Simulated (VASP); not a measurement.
Calculation: LDA (Ceperley-Alder, Perdew-Zunger), VASP's LDA PAW potentials (set 64) (plane waves; VASP).

Input for VASP

**INCAR**
```
SYSTEM = Y(SiRu)2
PREC = Accurate
ENCUT = 300
EDIFF = 1E-6
NELM = 100
ALGO = Normal
LREAL = .FALSE.
LASPH = .TRUE.
ISMEAR = 0
SIGMA = 0.136
LMAXMIX = 4
LWAVE = .FALSE.
LCHARG = .FALSE.
ISIF = 2
```

KPOINTS:
```
Automatic mesh
0
Gamma
5 5 5
0 0 0
```

File POSCAR:
```
Y(SiRu)2
1
   -2.0778500000     2.0778500000     4.7685500000
    2.0778500000    -2.0778500000     4.7685500000
    2.0778500000     2.0778500000    -4.7685500000
Y Ru Si
1 2 2
Direct
  0.0000000000   0.0000000000   0.0000000000
  0.7500000000   0.2500000000   0.5000000000
  0.2500000000   0.7500000000   0.5000000000
  0.3750000000   0.3750000000   0.0000000000
  0.6250000000   0.6250000000   0.0000000000
```

POTCAR, in this order: Y_sv Ru_pv Si (LDA.64 set). Program: vasp_std.

Output

**OSZICAR**
```
       N       E                     dE             d eps       ncg     rms          rms(c)
DAV:   1     0.269970547898E+03    0.26997E+03   -0.19811E+04  1160   0.109E+03
DAV:   2    -0.337959368435E+02   -0.30377E+03   -0.29437E+03  1196   0.346E+02
DAV:   3    -0.468178631008E+02   -0.13022E+02   -0.12618E+02  1348   0.630E+01
DAV:   4    -0.472357818056E+02   -0.41792E+00   -0.41735E+00  1400   0.932E+00
DAV:   5    -0.472425705643E+02   -0.67888E-02   -0.67881E-02  1328   0.122E+00    0.333E+01
DAV:   6    -0.452907485267E+02    0.19518E+01   -0.82806E+00  1112   0.181E+01    0.189E+01
DAV:   7    -0.451632863339E+02    0.12746E+00   -0.46158E+00  1492   0.115E+01    0.163E+01
DAV:   8    -0.448385018845E+02    0.32478E+00   -0.19177E+00  1212   0.857E+00    0.544E+00
DAV:   9    -0.448311044739E+02    0.73974E-02   -0.15770E-01  1208   0.208E+00    0.102E+00
DAV:  10    -0.448301316471E+02    0.97283E-03   -0.61718E-03  1200   0.565E-01    0.250E-01
DAV:  11    -0.448301082025E+02    0.23445E-04   -0.90237E-04  1240   0.182E-01    0.104E-01
DAV:  12    -0.448300850888E+02    0.23114E-04   -0.15024E-04  1152   0.701E-02    0.243E-02
DAV:  13    -0.448300847328E+02    0.35606E-06   -0.17424E-05  1424   0.226E-02    0.170E-02
DAV:  14    -0.448300847483E+02   -0.15509E-07   -0.11769E-06   728   0.694E-03
   1 F= -.44830085E+02 E0= -.44816424E+02  d E =-.273215E-01
```

OUTCAR:
```
------------------------ aborting loop because EDIFF is reached ----------------------------------------
  FORCE on cell =-STRESS in cart. coord.  units (eV):
  Direction    XX          YY          ZZ          XY          YZ          ZX
  --------------------------------------------------------------------------------------
  Total       -4.5668538     -4.5668538     -2.7662802      0.0000000      0.0000000      0.0000000
  in kB      -88.8490885    -88.8490885    -53.8185559      0.0000000      0.0000000      0.0000000
  external PRESSURE =     -77.1722443 kB  Pullay stress =       0.0000000 kB
  volume of cell :       82.35
      direct lattice vectors                 reciprocal lattice vectors
    -2.077850000  2.077850000  4.768550000     0.000000000  0.240633347  0.104853677
     2.077850000 -2.077850000  4.768550000     0.240633347  0.000000000  0.104853677
     2.077850000  2.077850000 -4.768550000     0.240633347  0.240633347  0.000000000
 POSITION                                       TOTAL-FORCE (eV/Angst)
 -----------------------------------------------------------------------------------
      0.00000      0.00000      0.00000        -0.000000     -0.000000      0.000000
     -0.00000      2.07785      2.38428        -0.000000     -0.000000      0.000000
      2.07785     -0.00000      2.38428        -0.000000     -0.000000      0.000000
      0.00000      0.00000      3.57641         0.000000      0.000000     -1.237664
      0.00000      0.00000      5.96069        -0.000000     -0.000000      1.237664
 -----------------------------------------------------------------------------------
    total drift:                                0.000000     -0.000000      0.000000
  FREE ENERGIE OF THE ION-ELECTRON SYSTEM (eV)
  ---------------------------------------------------
  free  energy   TOTEN  =       -44.8300847483 eV

  energy  without entropy=      -44.8027632492  energy(sigma->0) =      -44.81642400
```
(Selected blocks of OUTCAR.)

At this cut-off the stress carries a Pulay error, which pulls relaxed volumes low.

The structure comes from a measured Ru2YSi2 entry of the Crystallography Open Database, whose conditions weren't checked. The cell was not relaxed at this level. The k-mesh is coarse (spacing up to 0.43 per Å, 2π included), so the numbers may not be converged in it. The run is one of a series of settings (KPOINTS 5×5×5 Γ-centred mesh against the base run), some of them coarse on purpose. The electron count is odd and the run is not spin-polarised, which forces a metal.
